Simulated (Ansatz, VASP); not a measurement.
# AlNi in two plane-wave programs, part 2 of 2

Aim: how closely do two programs agree when they are given the same cell, functional and k mesh? The cell is taken from a series of runs on this material, whose earlier steps may have relaxed, scaled, displaced or heated it; both programs get it as it stands.

VASP 6.6.1 and Ansatz 0.2.0.

So far: Starting point; Ansatz: zone-centre phonons, PBEsol.

### 3. VASP: zone-centre phonons, PBEsol

Level of this step: PBEsol, no spin polarisation; plane waves and PAW (Al, Ni) (VASP).

The same cell, functional, mesh and smearing now go to VASP, with its own data sets.

Lines of VASP's logs that name or quote its potential files are left out, and so is its time.

File INCAR:

```
SYSTEM = AlNi
PREC = Accurate
ENCUT = 600
EDIFF = 1E-08
NELM = 120
ISMEAR = 1
SIGMA = 0.2
LREAL = .FALSE.
ALGO = Normal
GGA = PS
NBANDS = 12
LASPH = .TRUE.
LORBIT = 11
LWAVE = .FALSE.
LCHARG = .FALSE.
ISIF = 2
IBRION = 8
GGA_COMPAT = .FALSE.
KPAR = 2
```

File POSCAR:

```
AlNi
1.0
    2.8458534438     -0.0127317485      0.0000000000
   -0.0127317485      2.8458534438      0.0000000000
    0.0000000000      0.0000000000      2.8817225989
Al Ni
1 1
Direct
    0.0000000000      0.0000000000      0.0000000000
    0.5000000000      0.5000000000      0.5000000000
```

File KPOINTS:

```
Automatic mesh
0
Gamma
16 16 16
0 0 0
```

The projector-augmented-wave data sets are Al and Ni (PBE family, release 64).

On the command line:

```sh
$ mpirun -np 2 vasp_std
```

Numbers of over 12 decimals in the logs are rounded to 6 here.

Log:

```text
[banner, memory and clock lines left out]
running    2 mpi-ranks, on    1 nodes
 distrk:  each k-point on    1 cores,    2 groups
 distr:  one band on    1 cores,    1 groups

 POSCAR found type information on POSCAR AlNi
 POSCAR found :  2 types and       2 ions
|                                                                             |
|               ----> ADVICE to this user running VASP <----                  |
|                                                                             |
|     You enforced a specific xc type in the INCAR file but a different       |
|     [... a line on the potential file left out ...]
|     I HOPE YOU KNOW WHAT YOU ARE DOING!                                     |
|                                                                             |

 LDA part: xc-table for (Slater+PW92), standard interpolation
 POSCAR, INCAR and KPOINTS ok, starting setup
 FFT: planning ... GRIDC
 FFT: planning ... GRID_SOFT
 FFT: planning ... GRID
 WAVECAR not read
 entering main loop
       N       E                     dE             d eps       ncg     rms          rms(c)
DAV:   1     0.439209536740E+02    0.43921E+02   -0.61383E+03 15880   0.128E+03
DAV:   2    -0.114396335695E+02   -0.55361E+02   -0.51208E+02 16132   0.208E+02
DAV:   3    -0.132049733344E+02   -0.17653E+01   -0.17413E+01 19192   0.432E+01
DAV:   4    -0.132306390844E+02   -0.25666E-01   -0.25653E-01 17648   0.465E+00
DAV:   5    -0.132313824646E+02   -0.74338E-03   -0.74336E-03 18956   0.884E-01    0.128E+01
DAV:   6    -0.151970967126E+02   -0.19657E+01   -0.54200E+01 17480   0.117E+02    0.161E+01
DAV:   7    -0.116146315209E+02    0.35825E+01   -0.15609E+01 17620   0.695E+01    0.113E+00
DAV:   8    -0.116001319479E+02    0.14500E-01   -0.36474E-01 19276   0.711E+00    0.101E+00
DAV:   9    -0.115854616308E+02    0.14670E-01   -0.47461E-02 19072   0.315E+00    0.214E-01
DAV:  10    -0.115849469404E+02    0.51469E-03   -0.20527E-03 19376   0.681E-01    0.768E-02
DAV:  11    -0.115849493634E+02   -0.24231E-05   -0.64500E-05 19408   0.709E-02    0.258E-02
DAV:  12    -0.115849479725E+02    0.13910E-05   -0.49090E-06 21764   0.364E-02    0.391E-03
DAV:  13    -0.115849476050E+02    0.36744E-06   -0.21635E-07 23744   0.486E-03    0.176E-03
DAV:  14    -0.115849476029E+02    0.21698E-08   -0.22697E-08 12160   0.143E-03
   1 F= -.11584948E+02 E0= -.11585255E+02  d E =0.921190E-03
 Linear response reoptimize wavefunctions to high precision
DAV:   1    -0.115849476230E+02   -0.20114E-07   -0.92745E-09 18036   0.160E-03
DAV:   2    -0.115849476230E+02   -0.22055E-10   -0.83889E-11  9044   0.897E-05
 Linear response DOF=           4
 Linear response progress:
  Degree of freedom:   1/  4
       N       E                     dE             d eps       ncg     rms          rms(c)
RMM:   1    -0.571955186946E-02   -0.57196E-02    0.22060E-03 63182   0.631E-01
RMM:   2    -0.543046936107E-02    0.28908E-03   -0.13555E-04 42763   0.225E-01    0.581E-02
RMM:   3    -0.542443623413E-02    0.60331E-05   -0.98170E-05 45847   0.791E-02    0.292E-02
RMM:   4    -0.549730123262E-02   -0.72865E-04   -0.40408E-05 45792   0.484E-02    0.591E-03
RMM:   5    -0.550288188242E-02   -0.55806E-05   -0.23187E-06 46692   0.115E-02    0.183E-03
RMM:   6    -0.550363041615E-02   -0.74853E-06   -0.11211E-07 44422   0.327E-03    0.962E-04
RMM:   7    -0.550361205982E-02    0.18356E-07   -0.18920E-08 42929   0.173E-03    0.610E-04
RMM:   8    -0.550349152458E-02    0.12054E-06   -0.41399E-09 49007   0.510E-04    0.252E-04
RMM:   9    -0.550375676381E-02   -0.26524E-06   -0.62284E-10 48988   0.144E-04    0.111E-05
RMM:  10    -0.550372442854E-02    0.32335E-07    0.12319E-10 49667   0.481E-05    0.126E-05
RMM:  11    -0.550374160289E-02   -0.17174E-07   -0.10422E-10 49444   0.193E-05    0.456E-06
RMM:  12    -0.550373986454E-02    0.17384E-08   -0.81117E-11 49613   0.847E-06    0.631E-07
 first order change of Fermi-energy  -0.11013E-03
 force on displaced ion       1 direction 1 :  -6.345  -0.257   0.000
 Linear response progress:
  Degree of freedom:   2/  4
       N       E                     dE             d eps       ncg     rms          rms(c)
RMM:   1    -0.590963638976E-02   -0.59096E-02    0.36414E-03 35398   0.653E-01
RMM:   2    -0.564369945087E-02    0.26594E-03   -0.10539E-04 23877   0.232E-01    0.602E-02
RMM:   3    -0.563580146048E-02    0.78980E-05   -0.10924E-04 25678   0.833E-02    0.298E-02
RMM:   4    -0.571093846894E-02   -0.75137E-04   -0.44261E-05 25650   0.505E-02    0.608E-03
RMM:   5    -0.571648372184E-02   -0.55453E-05   -0.25736E-06 26023   0.120E-02    0.167E-03
RMM:   6    -0.571710208375E-02   -0.61836E-06   -0.12311E-07 26318   0.263E-03    0.785E-04
RMM:   7    -0.571706036938E-02    0.41714E-07   -0.12172E-08 24812   0.109E-03    0.665E-04
RMM:   8    -0.571699539278E-02    0.64977E-07   -0.22848E-09 27235   0.363E-04    0.228E-04
RMM:   9    -0.571725388493E-02   -0.25849E-06   -0.68860E-10 27429   0.117E-04    0.116E-05
RMM:  10    -0.571722620486E-02    0.27680E-07    0.91230E-11 27677   0.390E-05    0.737E-06
RMM:  11    -0.571724278067E-02   -0.16576E-07   -0.14476E-11 27585   0.170E-05    0.205E-06
RMM:  12    -0.571723961934E-02    0.31613E-08   -0.21719E-11 27386   0.748E-06    0.825E-07
 first order change of Fermi-energy  -0.88734E-04
 force on displaced ion       1 direction 3 :  -0.000   0.000  -6.390
 Linear response progress:
  Degree of freedom:   3/  4
       N       E                     dE             d eps       ncg     rms          rms(c)
RMM:   1    -0.186169529867E+00   -0.18617E+00   -0.98601E-02 41423   0.267E+00
RMM:   2    -0.184808905993E+00    0.13606E-02   -0.16767E-03 41849   0.498E-01    0.131E-01
RMM:   3    -0.184802048363E+00    0.68576E-05   -0.12457E-04 44648   0.965E-02    0.776E-02
RMM:   4    -0.185220894860E+00   -0.41885E-03   -0.19331E-04 47973   0.109E-01    0.561E-03
RMM:   5    -0.185200986926E+00    0.19908E-04   -0.35239E-06 49191   0.201E-02    0.377E-03
RMM:   6    -0.185194228727E+00    0.67582E-05   -0.22495E-07 44684   0.584E-03    0.267E-03
RMM:   7    -0.185180820560E+00    0.13408E-04   -0.85566E-08 47370   0.329E-03    0.462E-04
RMM:   8    -0.185175028944E+00    0.57916E-05   -0.78625E-09 50808   0.757E-04    0.700E-05
RMM:   9    -0.185174705411E+00    0.32353E-06   -0.12841E-09 51423   0.207E-04    0.252E-05
RMM:  10    -0.185174432578E+00    0.27283E-06   -0.74801E-10 51754   0.750E-05    0.990E-06
RMM:  11    -0.185174408516E+00    0.24062E-07   -0.73065E-10 51779   0.326E-05    0.173E-06
RMM:  12    -0.185174433370E+00   -0.24855E-07   -0.64120E-10 51482   0.201E-05    0.106E-06
RMM:  13    -0.185174435279E+00   -0.19091E-08   -0.65476E-10 46524   0.158E-05    0.129E-07
 first order change of Fermi-energy   0.11009E-02
 force on displaced ion       2 direction 1 :  -6.368  -0.250   0.000
 Linear response progress:
  Degree of freedom:   4/  4
       N       E                     dE             d eps       ncg     rms          rms(c)
RMM:   1    -0.186701640801E+00   -0.18670E+00   -0.99249E-02 23303   0.266E+00
RMM:   2    -0.185249462201E+00    0.14522E-02   -0.16646E-03 23376   0.500E-01    0.132E-01
RMM:   3    -0.185261805876E+00   -0.12344E-04   -0.12522E-04 24949   0.962E-02    0.781E-02
RMM:   4    -0.185703888054E+00   -0.44208E-03   -0.18710E-04 26852   0.107E-01    0.589E-03
RMM:   5    -0.185685715122E+00    0.18173E-04   -0.37877E-06 27268   0.219E-02    0.472E-03
RMM:   6    -0.185677137926E+00    0.85772E-05   -0.36993E-07 24371   0.800E-03    0.259E-03
RMM:   7    -0.185662075104E+00    0.15063E-04   -0.14099E-07 27868   0.319E-03    0.412E-04
RMM:   8    -0.185657593970E+00    0.44811E-05   -0.40084E-09 28405   0.721E-04    0.930E-05
RMM:   9    -0.185656746062E+00    0.84791E-06   -0.18444E-09 27068   0.217E-04    0.318E-05
RMM:  10    -0.185656477564E+00    0.26850E-06   -0.51097E-10 28136   0.914E-05    0.912E-06
RMM:  11    -0.185656529123E+00   -0.51558E-07   -0.79963E-10 28656   0.354E-05    0.241E-06
RMM:  12    -0.185656539204E+00   -0.10081E-07   -0.72707E-10 29346   0.199E-05    0.155E-06
RMM:  13    -0.185656547936E+00   -0.87315E-08   -0.72124E-10 26592   0.162E-05    0.512E-07
 first order change of Fermi-energy   0.25318E-02
 force on displaced ion       2 direction 3 :  -0.000   0.000  -6.425
 Linear response finished
```

OUTCAR, selected parts (step 3):

```text
ion  position               nearest neighbor table
   1  0.000  0.000  0.000-   2 2.47   2 2.47   2 2.47   2 2.47   2 2.48   2 2.48   2 2.48   2 2.48

  LATTYP: Found a base centered orthorhombic cell.
 ALAT       =     4.0066391253
 B/A-ratio  =     1.0089877879
 C/A-ratio  =     0.7192368738

 Subroutine GETGRP returns: Found  8 space group operations
 (whereof  8 operations were pure point group operations)

The static configuration has the point symmetry D_2h.

 Found    657 irreducible k-points:

   k-points           NKPTS =    657   k-points in BZ     NKDIM =    657   number of bands    NBANDS=     12

   dimension x,y,z NGX =    24 NGY =   24 NGZ =   24
   dimension x,y,z NGXF=    48 NGYF=   48 NGZF=   48

   ENCUT  =  600.0 eV  44.10 Ry    6.64 a.u.   5.68  5.68  5.76*2*pi/ulx,y,z

   NELECT =      13.0000    total number of electrons

 k-points in reciprocal lattice and weights: Automatic mesh
   0.00000000  0.00000000  0.00000000       0.000
   0.06250000  0.00000000  0.00000000       0.001
   0.12500000  0.00000000  0.00000000       0.001
   0.18750000  0.00000000  0.00000000       0.001
   0.25000000  0.00000000  0.00000000       0.001
   0.31250000 -0.00000000  0.00000000       0.001
   0.37500000  0.00000000  0.00000000       0.001
   0.43750000  0.00000000  0.00000000       0.001
   0.50000000  0.00000000  0.00000000       0.000
[...]
-0.43750000  0.43750000  0.50000000       0.000
   0.50000000  0.50000000  0.50000000       0.000

 average (electrostatic) potential at core
       1 -69.4521       2 -81.0569

  Total        0.1868241      0.1868241      0.0191058      0.1647537      0.0000000      0.0000000
  in kB       12.8255212     12.8255212      1.3116169     11.3103800      0.0000000      0.0000000
  external PRESSURE =       8.9875531 kB  Pullay stress =       0.0000000 kB

  energy-cutoff  :      600.00
  volume of cell :       23.34
      direct lattice vectors                 reciprocal lattice vectors
     2.845853444 -0.012731749  0.000000000     0.351395472  0.001572069  0.000000000
    -0.012731749  2.845853444  0.000000000     0.001572069  0.351395472  0.000000000
     0.000000000  0.000000000  2.881722599     0.000000000  0.000000000  0.347014664

 POSITION                                       TOTAL-FORCE (eV/Angst)
 -----------------------------------------------------------------------------------
      0.00000      0.00000      0.00000         0.000000      0.000000      0.000000
      1.41656      1.41656      1.44086        -0.000000      0.000000      0.000000
 -----------------------------------------------------------------------------------
    total drift:                                0.000000      0.000000     -0.000000

 Eigenvectors and eigenvalues of the dynamical matrix
 ----------------------------------------------------

   1 f  =    9.346728 THz    58.727223 2PiTHz  311.773284 cm-1    38.654943 meV
             X         Y         Z           dx          dy          dz
      0.000000  0.000000  0.000000     0.585043    0.585043    0.000000
      1.416561  1.416561  1.440861    -0.397145   -0.397145    0.000000

   2 f  =    9.199737 THz    57.803653 2PiTHz  306.870200 cm-1    38.047039 meV
             X         Y         Z           dx          dy          dz
      0.000000  0.000000  0.000000     0.000000    0.000000    0.826965
      1.416561  1.416561  1.440861     0.000000    0.000000   -0.562253

   3 f  =    8.979372 THz    56.419056 2PiTHz  299.519597 cm-1    37.135680 meV
             X         Y         Z           dx          dy          dz
      0.000000  0.000000  0.000000     0.584821   -0.584821    0.000000
      1.416561  1.416561  1.440861    -0.397472    0.397472    0.000000

   4 f/i=    0.005145 THz     0.032324 2PiTHz    0.171603 cm-1     0.021276 meV
             X         Y         Z           dx          dy          dz
      0.000000  0.000000  0.000000    -0.397145   -0.397145    0.000000
      1.416561  1.416561  1.440861    -0.585043   -0.585043    0.000000

   5 f/i=    0.009954 THz     0.062542 2PiTHz    0.332028 cm-1     0.041166 meV
             X         Y         Z           dx          dy          dz
      0.000000  0.000000  0.000000    -0.397472    0.397472    0.000000
      1.416561  1.416561  1.440861    -0.584821    0.584821    0.000000

   6 f/i=    0.011787 THz     0.074057 2PiTHz    0.393157 cm-1     0.048745 meV
             X         Y         Z           dx          dy          dz
      0.000000  0.000000  0.000000     0.000000    0.000000   -0.562253
      1.416561  1.416561  1.440861     0.000000    0.000000   -0.826965

 ELASTIC MODULI CONTR FROM IONIC RELAXATION (kBar)
 Direction    XX          YY          ZZ          XY          YZ          ZX
 --------------------------------------------------------------------------------
 XX           0.0000      0.0000      0.0000      0.0000      0.0000      0.0000
 YY           0.0000      0.0000      0.0000      0.0000      0.0000      0.0000
 ZZ           0.0000      0.0000      0.0000      0.0000      0.0000      0.0000
 XY           0.0000      0.0000      0.0000      0.0000      0.0000      0.0000
 YZ           0.0000      0.0000      0.0000      0.0000      0.0000      0.0000
 ZX           0.0000      0.0000      0.0000      0.0000      0.0000      0.0000
 --------------------------------------------------------------------------------
```

This run has no spin polarisation, so a moment on Ni, if there is one, isn't seen. Its electron count is odd, so without a moment it is a metal by construction.

### 4. Comparison

Known differences besides the potentials themselves: the data sets hold 21 valence electrons in Ansatz (on its PAW soft_1 files) and 13 in VASP; the cutoff is 420 eV in Ansatz and 600 eV in VASP; Ansatz makes its cores anew for this functional, VASP keeps those of its PBE data sets. Total energies have different zeros and are not compared.

The two programs side by side:

| quantity | Ansatz | VASP | difference |
| --- | --- | --- | --- |
| optical mode 1 (cm⁻¹) | 298.0 | 299.5 | -0.50 % |
| optical mode 2 (cm⁻¹) | 305.3 | 306.9 | -0.52 % |
| optical mode 3 (cm⁻¹) | 310.3 | 311.8 | -0.47 % |

Modes are paired by rising frequency, not by their patterns, so a pair may set unlike modes beside each other; they are those without the splitting of longitudinal modes.

### 5. Outcome

| Quantity | Value |
| --- | --- |
| r.m.s. difference of the optical zone-centre modes, each program's sorted by frequency (zone-centre phonons, PBEsol) | 1.5 cm⁻¹ |
| difference in optical mode 2 (zone-centre phonons, PBEsol) | -0.5 % |

What this shows: The r.m.s. difference of the optical zone-centre modes, each program's sorted by frequency is 1.5 cm⁻¹ (zone-centre phonons, PBEsol). The data sets hold unlike numbers of valence electrons (21 in Ansatz and 13 in VASP), so part of the differences comes from the potentials. Among the rows given in per cent, the largest difference of the zone-centre phonons, PBEsol pair is in optical mode 2, -0.5 %. Such differences can come from data sets, numerical settings and the points named under the comparisons, not from the functional's error against experiment.

[Lines on the potential files, build, host, timing and source positions are cut from VASP's logs without a mark.]

[Logs are printed without paths, hosts, clocks, repeated set-up lines and the standing remarks that a program may print on its own settings, such as how far it seeks lower states.]

[Hosts, paths, dates, database ids (printed as entryN), source tags and the programs' standing remarks are cut or masked in the printed files.]
